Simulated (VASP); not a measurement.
Here is the system:

```
CELL_PARAMETERS angstrom
     -1.58769     1.58769     3.89166
      1.58769    -1.58769     3.89166
      1.58769     1.58769    -3.89166
ATOMIC_POSITIONS crystal
  Si 0.66481 0.66481 0.00000
  Si 0.33519 0.33519 0.00000
  Mo 0.00000 0.00000 0.00000
```

These are LDA (Ceperley-Alder, Perdew-Zunger), VASP's LDA PAW potentials (set 64) (plane waves; VASP 6.6.1) values and carry that method's errors. Run with 400 eV cut-off, 15×15×15 Γ-centred mesh, tetrahedra with Blöchl corrections, potentials Si Mo_sv.

The cores are frozen, which limits the accuracy of field gradients.

**Question.** Give the principal components of the electric field gradient (V/Å²) and the asymmetry η at each nucleus.

**Answer.** 
| atom | Vxx | Vyy | Vzz | η |
|---|---|---|---|---|
| Si1 | 6.1 | 6.1 | -12.3 | 0.00 |
| Si2 | 6.1 | 6.1 | -12.3 | 0.00 |
| Mo3 | 32.1 | 32.1 | -64.2 | 0.00 |

The compound is MoSi2 in the MoSi2 type structure. It was relaxed first.
